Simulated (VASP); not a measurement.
**BP (relaxed from the CsCl structure, space group Pm-3m): computed properties**

All values below come from r2SCAN meta-GGA, VASP's PBE PAW potentials (set 64) (plane waves; VASP).

```
Property                                                                                                Value
----------------------------------  -------------------------------------------------------------------------
space group                                                                                       Pm-3m (221)
cell                                a = 2.714 Å, b = 2.714 Å, c = 2.714 Å, α = 90.00°, β = 90.00°, γ = 90.00°
volume per atom                                                                                10.00 Å^3/atom
band gap (over mesh and band path)                                   none (metal, semimetal or under 0.01 eV)
density                                                                                            3.47 g/cm³
```

```
CELL_PARAMETERS angstrom
      2.71418     0.00000     0.00000
      0.00000     2.71418     0.00000
      0.00000     0.00000     2.71418
ATOMIC_POSITIONS crystal
  B  0.00000 0.00000 0.00000
  P  0.50000 0.50000 0.50000
```

The structure was generated: BP was put into the CsCl type (Pm-3m), which need not be its known phase. It was relaxed first, which changed the volume by +19 %. Symmetry was kept, so distortions that lower it aren't found.
